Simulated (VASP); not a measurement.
A VASP calculation is set up with these files.

**POSCAR**
```
Na2S
1
    0.0000000000     3.2563452419     3.2563452419
    3.2563452419     0.0000000000     3.2563452419
    3.2563452419     3.2563452419     0.0000000000
Na S
2 1
Direct
  0.2500000000   0.2500000000   0.2500000000
  0.7500000000   0.7500000000   0.7500000000
  0.0000000000   0.0000000000   0.0000000000
```

File KPOINTS:
```
K-points
0
gamma
 5 5 5
```

### INCAR
```
LCHARG=.FALSE.
EDIFF=1E-6
EDIFFG=-0.02
SYSTEM=Na2S
ISIF=3   ! ions, shape and volume
ENCUT=400   ! plane-wave cut-off (eV)
NSW=60
ISMEAR=0
IBRION=2   ! conjugate gradients
PREC=Accurate
LWAVE=.FALSE.
LASPH=.TRUE.
ALGO=Normal   ! blocked Davidson
GGA=PS
SIGMA=0.05   ! width (eV)
LREAL=.FALSE.   ! projection in real space or not
NELM=100   ! most electronic steps
```

POTCAR, in this order: Na_pv S (PBE.64 set). Program: vasp_std.

**Question.** Translate this PBEsol calculation to Ansatz.

**Answer.** One equivalent input (not run):
Ansatz 0.2 input:
```yaml
crystal:
  lattice:
    - [0.0000000, 3.2563452, 3.2563452]
    - [3.2563452, 0.0000000, 3.2563452]
    - [3.2563452, 3.2563452, 0.0000000]
  atoms:
    - { symbol: Na, position: [0.2500000, 0.2500000, 0.2500000] }
    - { symbol: Na, position: [0.7500000, 0.7500000, 0.7500000] }
    - { symbol: S, position: [0.0000000, 0.0000000, 0.0000000] }
kpoints:
  mp_grid: { grid: [5, 5, 5] }
hamiltonian:
  xc: pbesol
  pseudopotentials: { kind: paw }
scf:
  occupations: { method: gaussian, width: 0.05 }
  max_iter: 100
relax:
  max_steps: 60
  f_tol: 0.02
  cell: {}
output: { forces: true, stress: true, eigenvalues: true }
```
The two are equivalent in intent, not identical: each code has its own PAW files, so the cut-off isn't converted (ENCUT is set for VASP's; basis.ecutwfc is left out, and Ansatz then takes the one that its files recommend); Ansatz stops its SCF on the density residual and VASP on the energy change (EDIFF).

The compound is Na2S in the antifluorite structure. This run relaxes it. Symmetry was kept, so distortions that lower it aren't found. The start is the result of an earlier pass.
